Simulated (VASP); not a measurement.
Given:

```
CELL_PARAMETERS angstrom
      4.29920     0.00000     0.00000
      0.00000     4.29920     0.00000
      0.00000     0.00000     4.29920
ATOMIC_POSITIONS crystal
  Fe 0.86309 0.63691 0.36309
  Fe 0.63691 0.36309 0.86309
  Fe 0.36309 0.86309 0.63691
  Fe 0.13691 0.13691 0.13691
  Si 0.15870 0.34130 0.65870
  Si 0.34130 0.65870 0.15870
  Si 0.65870 0.15870 0.34130
  Si 0.84130 0.84130 0.84130
```

These are PBE GGA, VASP's PBE PAW potentials (set 64) (plane waves; VASP) values and carry that method's errors. Settings: 300 eV cut-off, 4×4×4 Γ-centred mesh, Fermi-Dirac smearing of 0.10 eV, potentials Fe Si.

At this cut-off the stress carries a Pulay error, which pulls relaxed volumes low. Energy and stress use the plane-wave basis of the starting cell.

**Question.** The ions, cell shape and volume are relaxed. Which structure does the run end with?

**Answer.** 
```
CELL_PARAMETERS angstrom
      4.44396     0.00000     0.00000
      0.00000     4.44396     0.00000
      0.00000     0.00000     4.44396
ATOMIC_POSITIONS crystal
  Fe 0.86288 0.63712 0.36288
  Fe 0.63712 0.36288 0.86288
  Fe 0.36288 0.86288 0.63712
  Fe 0.13712 0.13712 0.13712
  Si 0.15846 0.34154 0.65846
  Si 0.34154 0.65846 0.15846
  Si 0.65846 0.15846 0.34154
  Si 0.84154 0.84154 0.84154
```
Space group P2_13 (198), at a tolerance of 0.03 Å.

**Question.** How do energy and volume change from the first to the last step?

**Answer.** The energy (σ→0) changes by -85.5 meV/atom and the volume by +10.4 %, in 10 ionic steps.

```json
[
 {"step": "1", "E(σ→0) (eV)": "-58.0183", "max force (eV/Å)": "0.450", "pressure (GPa)": "29.48", "volume (Å³)": "79.46"},
 {"step": "2", "E(σ→0) (eV)": "-57.1655", "max force (eV/Å)": "0.552", "pressure (GPa)": "-28.42", "volume (Å³)": "102.39"},
 {"step": "3", "E(σ→0) (eV)": "-58.6967", "max force (eV/Å)": "0.103", "pressure (GPa)": "-1.00", "volume (Å³)": "88.05"},
 {"step": "4", "E(σ→0) (eV)": "-58.6989", "max force (eV/Å)": "0.087", "pressure (GPa)": "-0.21", "volume (Å³)": "87.71"},
 {"step": "5", "E(σ→0) (eV)": "-58.6993", "max force (eV/Å)": "0.078", "pressure (GPa)": "0.33", "volume (Å³)": "87.54"},
 {"step": "6", "E(σ→0) (eV)": "-58.7010", "max force (eV/Å)": "0.040", "pressure (GPa)": "0.35", "volume (Å³)": "87.59"},
 {"step": "7", "E(σ→0) (eV)": "-58.7022", "max force (eV/Å)": "0.004", "pressure (GPa)": "0.31", "volume (Å³)": "87.64"},
 {"step": "8", "E(σ→0) (eV)": "-58.7024", "max force (eV/Å)": "0.007", "pressure (GPa)": "0.28", "volume (Å³)": "87.66"},
 {"step": "9", "E(σ→0) (eV)": "-58.7016", "max force (eV/Å)": "0.008", "pressure (GPa)": "-0.44", "volume (Å³)": "87.93"},
 {"step": "10", "E(σ→0) (eV)": "-58.7022", "max force (eV/Å)": "0.003", "pressure (GPa)": "-0.06", "volume (Å³)": "87.76"}
]
```

The structure comes from a computed database's FeSi entry (P2_13); how it stands against other phases isn't given here. This run relaxes it. Symmetry was kept, so distortions that lower it aren't found. The run is one of a series of settings (EDIFFG = -0.01, IBRION = 2, ISIF = 3, NSW = 50 against the base run), some of them coarse on purpose. The run is not spin-polarised, so no magnetic state was tried.
